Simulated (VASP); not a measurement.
Here is the system:

```
CELL_PARAMETERS angstrom
      0.00000     1.99919     1.99919
      1.99919     0.00000     1.99919
      1.99919     1.99919     0.00000
ATOMIC_POSITIONS crystal
  Ag 0.00000 0.00000 0.00000
```

Level of theory: LDA (Ceperley-Alder, Perdew-Zunger), VASP's LDA PAW potentials (set 64) (plane waves; VASP). Run with 400 eV cut-off, 14×14×14 Γ-centred mesh, first-order Methfessel-Paxton smearing of 0.10 eV, potentials Ag.

Problem. Estimate the energy per atom (σ→0), band gap (on the k-mesh) with the smallest direct gap where there is one.

Solution. 
| Property | Value |
|---|---|
| band gap (on the k-mesh) | none (metal, semimetal or under 0.01 eV) |
| energy per atom (σ→0) | -3.782 eV/atom |

The absolute energy has meaning only against runs of the same code, potentials and settings.

The compound is Ag in the fcc structure. It was relaxed first, which changed the volume by -7 %. The start is the result of an earlier pass.
